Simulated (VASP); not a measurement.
VASP ran on this input.

**POSCAR**
```
Ta
1
   -1.6500000000     1.6500000000     1.6500000000
    1.6500000000    -1.6500000000     1.6500000000
    1.6500000000     1.6500000000    -1.6500000000
Ta
1
Direct
  0.0000000000   0.0000000000   0.0000000000
```

**INCAR**
```
# general
SYSTEM   =  Ta
PREC     =  Accurate
ENCUT    =  480   # plane-wave cut-off (eV)
LREAL    =  .FALSE.
LASPH    =  .TRUE.   # aspherical one-centre terms

# electronic loop
EDIFF    =  1E-6   # SCF stop (eV)
NELM     =  100   # most electronic steps
ALGO     =  Normal   # blocked Davidson
LMAXMIX  =  6   # l cut-off of mixed one-centre charges

# smearing
ISMEAR   =  1   # Methfessel-Paxton
SIGMA    =  0.1

# functional
GGA      =  PS

# ions
IBRION   =  2   # conjugate gradients
NSW      =  60
ISIF     =  3   # ions, shape and volume
EDIFFG   =  -0.01

# output
LWAVE    =  .FALSE.
LCHARG   =  .FALSE.
```

File KPOINTS:
```
Automatic mesh
0
Gamma
14 14 14
0 0 0
```

POTCAR, in this order: Ta_pv (PBE.64 set). Program: vasp_std.

Translate this PBEsol calculation to Ansatz.

One equivalent input (not run):
Ansatz 0.2 input:
```yaml
crystal:
  lattice:
    - [-1.6500000, 1.6500000, 1.6500000]
    - [1.6500000, -1.6500000, 1.6500000]
    - [1.6500000, 1.6500000, -1.6500000]
  atoms:
    - { symbol: Ta, position: [0.0000000, 0.0000000, 0.0000000] }
kpoints:
  mp_grid: { grid: [14, 14, 14] }
hamiltonian:
  xc: pbesol
  pseudopotentials: { kind: paw }
scf:
  occupations: { method: methfessel_paxton, width: 0.1 }
  max_iter: 100
relax:
  max_steps: 60
  f_tol: 0.01
  cell: {}
output: { forces: true, stress: true, eigenvalues: true }
```
What does not carry over: each code has its own PAW files, so the cut-off isn't converted (ENCUT is set for VASP's; basis.ecutwfc is left out, and Ansatz then takes the one that its files recommend); Ansatz stops its SCF on the density residual and VASP on the energy change (EDIFF).

The compound is Ta in the bcc structure. This run relaxes it. Symmetry was kept, so distortions that lower it aren't found.
